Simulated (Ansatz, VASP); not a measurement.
# Si2MoN4: VASP beside Ansatz

Wanted: the spread between two codes on one cell, functional and k mesh. The cell is taken from a series of runs on this material, whose earlier steps may have relaxed, scaled, displaced or heated it; both programs get it as it stands.

Main program and level: Ansatz 0.2.0; plane waves, with VASP 6.6.1 beside it; G0W0 gap at PBEsol.

### 1. Starting point

The cell holds 7 atoms: 1 Mo, 4 N and 2 Si. Its edges and angles: a = 2.890 Å, b = 2.890 Å, c = 37.100 Å, α = 90.0°, β = 90.0°, γ = 120.0°. Vacuum lies along c.

Structure file:

```cif
data_structure
_symmetry_space_group_name_H-M 'P 1'
_symmetry_Int_Tables_number 1
_cell_length_a 2.8899
_cell_length_b 2.8899
_cell_length_c 37.1000
_cell_angle_alpha 90.000
_cell_angle_beta 90.000
_cell_angle_gamma 120.000
_cell_volume 268.33
loop_
_atom_site_label
_atom_site_type_symbol
_atom_site_fract_x
_atom_site_fract_y
_atom_site_fract_z
_atom_site_occupancy
Mo1 Mo 0.00000 0.00000 0.50000 1
N2 N 0.33333 0.66667 0.53330 1
N3 N 0.33333 0.66667 0.46670 1
N4 N 0.66667 0.33333 0.59391 1
N5 N 0.66667 0.33333 0.40609 1
Si6 Si 0.33333 0.66667 0.58020 1
Si7 Si 0.33333 0.66667 0.41980 1
```

### 2. Ansatz: G0W0 gap, PBEsol

Ansatz runs on its default PAW (the set named soft_2) files.

Quasiparticle shifts depend on high empty states and on the cores, so they are the hardest test of two PAW sets.

Contents of input.yaml:

```yaml
crystal:
  lattice:
    - [2.8898995582, 0.0, 0.0]
    - [-1.4449497791, 2.5027264318, 0.0]
    - [0.0, 0.0, 37.1]
  atoms:
    - { symbol: Mo, position: [0.0, 0.0, 0.5] }
    - { symbol: "N", position: [0.3333333333, 0.6666666667, 0.5332982287] }
    - { symbol: "N", position: [0.3333333333, 0.6666666667, 0.4667017713] }
    - { symbol: Si, position: [0.3333333333, 0.6666666667, 0.5802011075] }
    - { symbol: Si, position: [0.3333333333, 0.6666666667, 0.4197988925] }
    - { symbol: "N", position: [0.6666666667, 0.3333333333, 0.5939103712] }
    - { symbol: "N", position: [0.6666666667, 0.3333333333, 0.4060896288] }
  periodic: [true, true, false]
kpoints:
  mp_grid: { grid: [6, 6, 1] }
hamiltonian:
  xc: pbesol
scf:
  occupations: { method: fixed }
gw:
  n_empty_bands: 326
  ecut_chi: 66.0
  qp_bands: [v2, c2]
  qp_kpoints: band_edges
  screening: { model: contour_deformation }
```

Run with:

```
> ansatz run input.yaml --threads 3 --pin off --max-ram 92160MiB --backend cuda --events-out ev --progress --plain --runs-dir out --devices 1 --max-vram 13GiB
```

Numbers of over 12 decimals in the logs are rounded to 6 here.

The program printed:

```text
GPUs: using 1 of 1 available (devices: 1).
Engine: ansatz 0.2.0, x86_64-unknown-linux-gnu
Pseudopotentials: kind: paw
Pseudopotential: Mo, paw, valence charge 14, recommended cutoff 420 eV (normal), Mo.paw.azcp
Pseudopotential: N, paw, valence charge 5, recommended cutoff 420 eV (normal), N.paw.azcp
Pseudopotential: Si, paw, valence charge 4, recommended cutoff 420 eV (normal), Si.paw.azcp
Functional definition: PBEsol
  exchange = pbesol_x
  correlation = pbesol_c
device memory: the entry about to start is reckoned to put 2.5 GiB on a device that reports 45.6 GiB free (of which the cap on the GPU budget leaves the run 13.0 GiB)
GPU FFT provider: cuFFT
GPU libraries: cuBLAS 13.8.2, cuFFT 12.4.0, cuSOLVER 12.3.4
Crystal: 7 atoms, lattice volume = 268.330 Å³
Basis set: ecut = 420 eV, 5259 PW (Γ)
Bands: 28, of which v1, the nominal top of the filled ones, is band 21 counted from 1 (20 counted from 0)
Symmetry: 12 space group operations
Space group: P-6m2 (ITA 187), of the structure as read, at distance tolerance 6.4e-5 Å
k-points: 7 of 36 (time reversal used)
Non-local potential: Mo, projectors of the file, l = 0: 3, l = 1: 2, l = 2: 2, l = 3: 1
Non-local potential: N, projectors of the file, l = 0: 2, l = 1: 2, l = 2: 1
Non-local potential: Si, projectors of the file, l = 0: 2, l = 1: 2, l = 2: 2
PAW form: soft (Blöchl's): semilocal exchange-correlation on the pseudo side does not see the compensation charge
PAW frozen core: Mo, regenerated for the run's functional, and the local potential with it (the file was generated under x = pbe(κ = 0.804, μ = 0.219515), c = pbe(β = 0.066725))
PAW frozen core: N, regenerated for the run's functional, and the local potential with it (the file was generated under x = pbe(κ = 0.804, μ = 0.219515), c = pbe(β = 0.066725))
PAW frozen core: Si, regenerated for the run's functional, and the local potential with it (the file was generated under x = pbe(κ = 0.804, μ = 0.219515), c = pbe(β = 0.066725))
PAW one-centre angular grid: Mo, 590 points (default); XC on 64 Gauss nodes
PAW one-centre angular grid: N, 110 points (default); XC on 64 Gauss nodes
PAW one-centre angular grid: Si, 110 points (default); XC on 64 Gauss nodes
Initial density: superposition of atomic densities (neutral atoms: chi_scale 0, normalization atom), corrected by the library's trained network
Initial wavefunctions: pseudopotential atomic-orbital guess
GPU buffer pool allocated for 100000 grid points (all kernels)
GPU transforms: local potential and band sums: pruned to the plane-wave sphere, on 20×20×250
Functional: x = pbesol(κ = 0.804, μ = 0.123457), c = pbesol(β = 0.046)
SCF iter   1: F=—  HF=-7661.916976 eV  |F-HF|=—  |Δ(HF+E_count)|=         —  Δρ=6.81e-3  dr2=1.10e-1  ethr=1.77e-3  ⟨swp⟩=7.4  Hψ=1270  notcnv=0  defer=35
preconditioner: auto → Resta (q_TF=auto, 2.003 Å⁻¹)  ε∞=2.2  [insulator: Δε(μ)=1.755 eV  Ē_g=11.854 eV  n_scr=22 (ndim 8)  ℏωp=13.2 eV  f_vac=0.722  ε∞_Penn≈2.2  vacuum switching on, ρ_ref=1.0e-2 e/Å³]
SCF iter   2: F=—  HF=-7661.893714 eV  |F-HF|=—  |Δ(HF+E_count)|=   2.33e-2  Δρ=2.49e-3  dr2=1.52e-2  ethr=2.61e-4  ⟨swp⟩=3.7  Hψ=513  notcnv=0  defer=35
SCF iter   3: F=—  HF=-7661.893635 eV  |F-HF|=—  |Δ(HF+E_count)|=   7.93e-5  Δρ=1.54e-3  dr2=6.43e-3  ethr=3.61e-5  ⟨swp⟩=3.6  Hψ=411  notcnv=0  defer=35
SCF iter   4: F=—  HF=-7661.893483 eV  |F-HF|=—  |Δ(HF+E_count)|=   1.52e-4  Δρ=6.82e-4  dr2=7.85e-4  ethr=1.53e-5  ⟨swp⟩=3.3  Hψ=286  notcnv=0  defer=35
SCF iter   5: F=—  HF=-7661.894009 eV  |F-HF|=—  |Δ(HF+E_count)|=   5.26e-4  Δρ=2.03e-4  dr2=1.19e-4  ethr=1.87e-6  ⟨swp⟩=3.1  Hψ=413  notcnv=0  defer=35
SCF iter   6: F=—  HF=-7661.894033 eV  |F-HF|=—  |Δ(HF+E_count)|=   2.40e-5  Δρ=4.52e-5  dr2=7.40e-6  ethr=2.84e-7  ⟨swp⟩=3.6  Hψ=429  notcnv=0  defer=34
SCF iter   7: F=—  HF=-7661.894037 eV  |F-HF|=—  |Δ(HF+E_count)|=   4.27e-6  Δρ=1.26e-5  dr2=6.03e-7  ethr=1.76e-8  ⟨swp⟩=3.1  Hψ=368  notcnv=0  defer=34
SCF iter   8: F=-7661.894038 eV  HF=-7661.894038 eV  |F-HF|=1.67e-8  |Δ(HF+E_count)|=   7.53e-7  Δρ=2.44e-6  dr2=1.60e-8  ethr=2.38e-10  ⟨swp⟩=23.1  Hψ=1398  notcnv=0
SCF 1 converged in 8 iterations: F = -7661.894038 eV  dr2 = 1.60e-8
  greatest PAW one-centre occupation: 0.999 electrons in one spin orbital (limit 2), on the Mo atom at site 0 (counted from 0), in its partial waves of l = 0
device memory: the entry about to start is reckoned to put 3.4 GiB on a device that reports 45.5 GiB free (of which the cap on the GPU budget leaves the run 13.0 GiB)
NSCF: frozen V_eff on 7 k-points
the band table was solved once the SCF had ended and its energy, with any forces and stress, was formed, with the checks that follow a solve (1460 applications of the Hamiltonian). They found nothing against the state; the energy, forces and stress were not computed again (output.eigenvalues in the input reference)
device memory: the entry about to start is reckoned to put 5.8 GiB on a device that reports 45.5 GiB free (of which the cap on the GPU budget leaves the run 13.0 GiB)
NSCF: frozen V_eff on 7 k-points
WARN: eigensolver did not converge (k=3): 2 band(s) unlocked after 6 eigensolves, warm-restarted (20 sweeps on the last) at ethr=5.73e-12 eV (storage-precision floor; scheduled 1.00e-12 eV) (lowest unlocked band 350, counted from 0; max residual 6.27e-3 eV among the unlocked bands, 6.27e-3 eV over every band; other slots of this pass that fall short are told together in one closing line; warning suppressed until the next SCF loop or pass starts)
G₀W₀ screening: q 1/7
[... further progress lines ...]
SCF converged after 8 iterations
Free energy (F): -7661.894038 eV
Harris-Foulkes:  -7661.894038 eV  (|F-HF|=1.67e-8)
Internal energy: -7661.894038 eV  (E = F + TS)
E sigma→0 (E₀):  -7661.894038 eV
Fermi energy:    -5.386770 eV
--- Per-component energies (eV) ---
  E_band       = -816.745006
  E_kinetic    = 1064.005766
  E_local      = -149067.063641  (includes V_loc(G=0)·N_el)
  E_nonlocal   = 374.315653
  E_hartree    = 73836.394646
  E_xc         = -535.409371
  E_vxc        = -633.554586  (∫ρ·V_xc dr)
  E_paw        = -4632.232677  (= ΣΔE_a)
  E_vpaw       = -227.245478  (= ΣTr[D̂ρ^β])
  E_aug_tail   = 0.000480  (compensation charges beyond the density's cutoff)
  E_ewald      = 71297.710290
  E_core_change = 0.384816  (= ΣΔE_core)
  E_smearing   = -0.000000  (= −TS)
  E_closure    = -0.000000  (closes the sum)
  Σ components = -7661.894038   (vs F -7661.894038, Δ=0.00e0)
--- Band table (eV; the first three rows and the last of 7) ---
  k-point 0: bands = [... 17 lower, -8.0357, -8.0357, -7.7600, -5.3868, -2.5584, -2.5584, -2.2719, -2.2719, ... 3 higher]
  k-point 1: bands = [... 17 lower, -8.5108, -8.4503, -7.6126, -6.0074, -2.7198, -2.6418, -2.2500, -1.6053, ... 3 higher]
  k-point 2: bands = [... 17 lower, -8.6104, -7.9148, -7.6053, -6.6896, -2.5525, -2.5162, -2.2983, -1.3155, ... 3 higher]
  k-point 6: bands = [... 17 lower, -8.4735, -8.0377, -7.6671, -5.7563, -3.6591, -1.2558, -0.3911, -0.3248, ... 3 higher]
  ° read free of the cell's end (the report's vacuum.weakly_bound_levels)
--- G₀W₀: contour deformation, 6 samples at zero and on the imaginary axis and 2 off it, 36 q-points, 326 empty bands' worth ---
  eigenvalues of the whole cell's RPA ε∞ on this k-mesh (on a slab, of 1 + 4πα/V) = 1.2061, 3.2038, 3.2038; static W/v taken at q = 0 is 0.481935
  band pass: the eigensolver left bands unlocked in 1 slot; of largest residual, k=3: 1 band unlocked, the lowest band 351 (counted from 1), max residual 6.27e-3 eV over all its bands; `*` marks the rows of those k-points, and any row can be off: every row's sums read bands of every k-point
  bands read: the sum over 347 bands ends inside a degenerate multiplet in 1 slot, whose members it reads at an even weight; the widest, k=0: bands 347 to 348 (counted from 1) at 1/2 each
  gw.qp_kpoints: band_edges: 6 of 7 stored k-points solved, in 1 pass; an edge of the gap read off the rows below is read off those points alone
    valence top: of the k-points left out ik 4 came nearest to being solved in a further pass, in band 21 (counted from 1, as in the quasiparticle table): it holds the edge there only if its correction is more favourable than any solved in that band by at least 1.294 eV; those differ by 0.218 eV
    conduction bottom: of the k-points left out ik 4 came nearest to being solved in a further pass, in band 22 (counted from 1, as in the quasiparticle table): it holds the edge there only if its correction is more favourable than any solved in that band by at least 0.901 eV; those differ by 0.209 eV
    ik  band        ε_KS         Σx   Σc(E_QP)       V_xc       Z   E_QP_lin       E_QP  E_QP is
     0    20     -7.7600   -21.1259     3.5144   -17.2704  0.7566    -8.1038    -8.1011  root
     0    21     -5.3868   -20.9200     1.2002   -19.9152  0.7576    -5.1920    -5.1915  root
     0    22     -2.5584   -15.1525    -3.8979   -20.1787  0.7492    -1.3943    -1.4301  root
     0    23     -2.5584   -15.1525    -3.8979   -20.1787  0.7492    -1.3943    -1.4301  root
     1    20     -7.6126   -21.5269     3.5087   -17.7754  0.7545    -7.8564    -7.8554  root
     1    21     -6.0074   -20.8386     1.5024   -19.4856  0.7527    -5.8584    -5.8581  root
     1    22     -2.7198   -14.5583    -3.8589   -19.4838  0.7581    -1.6232    -1.6532  root
     1    23     -2.6418   -15.4005    -3.9744   -20.5064  0.7499    -1.4746    -1.5102  root
     2    20     -7.6053   -21.2305     3.5120   -17.3442  0.7542    -7.9827    -7.9796  root
     2    21     -6.6896   -20.2350     1.7035   -18.5842  0.7508    -6.6371    -6.6370  root
     2    22     -2.5525   -16.2321    -4.4180   -21.8206  0.7470    -1.3409    -1.3819  root
     2    23     -2.5162   -14.1837    -4.1583   -19.4292  0.7567    -1.3945    -1.4289  root
     3    20     -7.3555   -21.3994     3.5741   -17.4010  0.7554    -7.7836    -7.7798  root *
     3    21     -6.4587   -20.0462     1.6365   -18.4361  0.7583    -6.4324    -6.4323  root *
     3    22     -3.0812    -8.5687    -4.2071   -13.7371  0.7945    -2.0993    -2.1199  root *
     3    23     -2.5814    -9.1843    -4.2944   -14.5204  0.7861    -1.5116    -1.5397  root *
     5    20     -7.5791   -21.4623     3.5873   -17.4678  0.7531    -7.9901    -7.9864  root
     5    21     -6.3841   -20.8453     1.5912   -19.3956  0.7531    -6.2429    -6.2425  root
     5    22     -2.8105   -16.8348    -3.9377   -21.8975  0.7464    -1.6495    -1.6856  root
     5    23     -1.6740   -10.7390    -4.6652   -16.4913  0.7706    -0.5527    -0.5869  root
     6    20     -7.6671   -20.9750     3.2878   -17.2081  0.7545    -8.1519    -8.1463  root
     6    21     -5.7563   -20.8837     1.1157   -20.0126  0.7581    -5.5125    -5.5117  root
     6    22     -3.6591   -17.1254    -3.3289   -21.5385  0.7531    -2.5475    -2.5749  root
     6    23     -1.2558   -15.9546    -5.1280   -22.2124  0.7286    -0.0719    -0.1260  root
```

Reading the cycles: dr2 is the Hartree energy of the density residual (eV), the measure of convergence; HF is the Harris–Foulkes estimate of the energy, which meets the free energy F at convergence.

(Continued in part 2 of 2.)

[Lines on the potential files, build, host, timing and source positions are cut from VASP's logs without a mark.]

[Logs are printed without paths, hosts, clocks, repeated set-up lines and the standing remarks that a program may print on its own settings, such as how far it seeks lower states.]

[Hosts, paths, dates, database ids (printed as entryN), source tags and the programs' standing remarks are cut or masked in the printed files.]
